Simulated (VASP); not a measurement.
Write the native input for VASP 6.6.1 that does the following.

```
Task                   : relaxation of shape and atoms at fixed volume
Functional             : PBE
Potentials or basis    : VASP PAW PBE potentials, release 64 (Bi, Te)
Cutoff                 : 300 eV
k mesh                 : 5 × 5 × 4
Occupations            : gaussian, width 0.03 eV
Spin                   : no spin polarisation
Further INCAR settings : ALGO = Normal; EDIFF = 1e-07; IBRION = 2; EDIFFG = -0.01; NSW = 40; ISIF = 4
```

The structure of Bi2Te3 (Tellurobismuthite) lies in POSCAR:

```
Bi2Te3                                  
1.0
    2.2064482040      1.2738934644     10.7159191457
   -2.2064482040      1.2738934644     10.7159191457
    0.0000000000     -2.5477869291     10.7159191457
  Bi              Te            
     2     3
Direct
     0.3967168243899084    0.3967168243899084    0.3967168243899084
     0.6032831756100917    0.6032831756100917    0.6032831756100988
     0.0000000000000000    0.0000000000000000    0.0000000000000000
     0.2167291935343686    0.2167291935343686    0.2167291935343686
     0.7832708064656313    0.7832708064656313    0.7832708064656313
```

The cell isn't the ideal one: a relaxed cell with its volume scaled by 0.98.

These files were run (other wordings do the same):

INCAR

```
SYSTEM = Bi2Te3
  ALGO = Normal
  EDIFF = 1E-7
  EDIFFG = -0.01
  ENCUT = 300
  GGA = PE
  IBRION = 2
  ISIF = 4
  ISMEAR = 0
  LASPH = .TRUE.
  LCHARG = .FALSE.
  LREAL = .FALSE.
  LWAVE = .FALSE.
  NELM = 80
  NSW = 40
  PREC = Accurate
  SIGMA = 0.03
```

KPOINTS

```
k-points
0
G
  5 5 4
  0 0 0
```

Potentials or basis: VASP PAW PBE potentials, release 64 (Bi, Te).

Run with:

```sh
$ cat potpaw_PBE.64/Bi/POTCAR potpaw_PBE.64/Te/POTCAR > POTCAR
$ mpirun -np 1 vasp_std > vasp.out
```

Results of the run:

- Energy gained by relaxing: 1.5 meV/atom
- Ionic steps: 6
- Pressure after relaxing: 0.3 GPa
- Largest force after relaxing: 0.004 eV/Å
- Band gap on the k mesh: 0.48 eV, direct

Caveat: spin-orbit coupling is left out, which as a rule narrows the gap of such compounds by several tenths of an eV; an odd mesh through Γ misses points on the zone boundary, where band edges often lie.

Run time: 15 min on 1 thread of Intel(R) Xeon(R) Platinum 8259CL CPU @ 2.50GHz (Skylake/Cascade Lake), with other jobs on the host, peak memory 0.62 GiB.
